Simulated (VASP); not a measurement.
A convergence study with VASP on Ta (space group Im-3m): a few settings are varied, all else stays as given below, so the limit is that of these other settings.

```xyz
1
Lattice="-1.6583 1.6583 1.6583 1.6583 -1.6583 1.6583 1.6583 1.6583 -1.6583" Properties=species:S:1:pos:R:3 pbc="T T T"
Ta     0.0000     0.0000     0.0000
```

Level of theory: PBE GGA, VASP's PBE PAW potentials (set 64) (plane waves; VASP 6.6.1). The last row used: 300 eV cut-off, 22×22×22 Γ-centred mesh shifted by (0.5, 0.5, 0.5), Gaussian smearing of 0.10 eV, potentials Ta_pv.

```tsv
setting	E (eV/atom)	pressure (GPa)	irreducible k-points
2×2×2 mesh	-9.5140	30.04	2
3×3×3 mesh	-11.5415	10.72	4
4×4×4 mesh	-11.9219	-5.04	6
5×5×5 mesh	-11.7756	-3.00	10
6×6×6 mesh	-11.8290	-1.75	14
7×7×7 mesh	-11.7870	1.11	20
8×8×8 mesh	-11.7842	1.95	26
9×9×9 mesh	-11.8100	-1.15	35
10×10×10 mesh	-11.8086	-0.67	44
11×11×11 mesh	-11.8080	0.83	56
12×12×12 mesh	-11.8130	0.29	68
13×13×13 mesh	-11.8053	0.05	84
15×15×15 mesh	-11.8085	0.02	120
16×16×16 mesh	-11.8084	-0.14	140
18×18×18 mesh	-11.8084	0.11	190
20×20×20 mesh	-11.8071	0.09	250
22×22×22 mesh	-11.8076	-0.09	322
```

Left out are rungs that failed or repeat a setting and relaxations that didn't move; long series are thinned to 24 rows.

The structure is a typed Ta crystal (space group no. 229). The cell was not relaxed at this level.
